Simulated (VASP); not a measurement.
Input:

```xyz
2
Lattice="2.8823 0.0000 0.0000 0.0000 2.8823 0.0000 0.0000 0.0000 2.8823" Properties=species:S:1:pos:R:3 pbc="T T T"
Ga     1.4412     1.4412     1.4412
Co     0.0000     0.0000     0.0000
```

Calculation: PBE GGA, VASP's PBE PAW potentials (set 64) (plane waves; VASP). Settings: 500 eV cut-off, 13×13×13 Γ-centred mesh, first-order Methfessel-Paxton smearing of 0.10 eV, potentials Ga_d Co.

Energy and stress use the plane-wave basis of the starting cell.

The ions, cell shape and volume at an external pressure of 5.0 GPa are relaxed. What does this cell relax into?

```xyz
2
Lattice="2.8573 0.0000 0.0000 0.0000 2.8573 0.0000 0.0000 0.0000 2.8573" Properties=species:S:1:pos:R:3 pbc="T T T"
Ga     1.4286     1.4286     1.4286
Co     0.0000     0.0000     0.0000
```
Space group Pm-3m (221), at a tolerance of 0.03 Å.

How do energy and volume change from the first to the last step?

The energy (σ→0) changes by +4.7 meV/atom and the volume by -2.6 %, in 3 ionic steps.

```csv
step,E(σ→0) (eV),max force (eV/Å),pressure (GPa),volume (Å³)
1,-10.4783,0.000,0.01,23.95
2,-10.4369,0.000,10.88,22.68
3,-10.4690,0.000,4.97,23.33
```

The compound is CoGa in the CsCl type structure. This run relaxes it under an external pressure of 5 GPa. Symmetry was kept, so distortions that lower it aren't found. The run is not spin-polarised, so no magnetic state was tried.
